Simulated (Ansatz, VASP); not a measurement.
## Two plane-wave programs on TiSiTe4

```xyz
6
Lattice="5.1475 0.0000 0.0000 -2.5737 4.4579 0.0000 0.0000 0.0000 8.0608" Properties=species:S:1:pos:R:3 pbc="T T T"
Ti    0.0000    0.0000    6.9471
Si    0.0000    0.0000    4.3735
Te    0.0000    2.9719    3.3990
Te    2.5737    1.4860    3.3990
Te    0.0000    2.9719    7.1696
Te    2.5737    1.4860    7.1696
```

Alike in both runs: functional PBE; k mesh 6 × 6 × 2; occupations gaussian, width 0.1 eV; no spin polarisation.

Ansatz relaxed the structure, and its values are those at the end. VASP's run is a single point on that final structure, the one shown.

```csv
,VASP,Ansatz
version,VASP 6.6.1,Ansatz 0.2.0
potentials or method,"VASP PAW PBE potentials, release 64 (Ti_sv, Si, Te)","scalar-relativistic, plane waves, PAW"
plane-wave cutoff (eV),520,420
valence electrons in the cell,40,80
```

```csv
,VASP,Ansatz,Ansatz less VASP
gap on the k mesh at the Fermi level (eV),none,none,-
pressure (GPa),0.2,0.2,+0.01
```

A gap of «none» marks a metal or a gap that the smearing closes. The two sets of potentials don't hold the same shells in valence.

Caveats: the k mesh is coarse (spacing up to 0.39 Å⁻¹), so the values aren't converged; this functional lacks dispersion, which binds the layers, so the pressure and a relaxed spacing across them are unreliable. The runs have no spin-orbit coupling, so splittings on Te are missing.
